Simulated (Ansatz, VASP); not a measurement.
One calculation of Re2W, two programs

```
Re W
1.0
     5.32565    0.00000    0.00000
     0.00000    5.32565    0.00000
     0.00000    0.00000    5.32565
Re W
4 2
Cartesian
  1.3314 3.9942 1.3314
  3.9942 1.3314 1.3314
  1.3314 1.3314 3.9942
  3.9942 3.9942 3.9942
  0.0000 0.0000 0.0000
  2.6628 2.6628 2.6628
```

Change from the starting cell: species swapped into the Ti2H type (Pn-3m, No. 224).

Alike in both runs: functional PBE; k mesh 8 × 8 × 8; occupations gaussian, width 0.1 eV; no spin polarisation.

Ansatz relaxed the structure, and its values are those at the end. VASP's run is a single point on that final structure, the one shown.

|  | VASP | Ansatz |
| --- | --- | --- |
| version | VASP 6.6.1 | Ansatz 0.2.0 |
| potentials or method | VASP PAW PBE potentials, release 64 (Re, W_sv) | scalar-relativistic, plane waves, PAW |
| plane-wave cutoff (eV) | 520 | 420 |
| valence electrons in the cell | 56 | 88 |

Ansatz gave:

| Item | Value |
| --- | --- |
| gap on the k mesh at the Fermi level (eV) | none |
| pressure (GPa) | 0.0 |

Which values does VASP return?

gap on the k mesh at the Fermi level (eV): none; pressure (GPa): 1.3.

A gap of «none» marks a metal or a gap that the smearing closes. The two sets of potentials don't hold the same shells in valence.

Spin-orbit coupling is left out, which matters for the levels of Re, W.
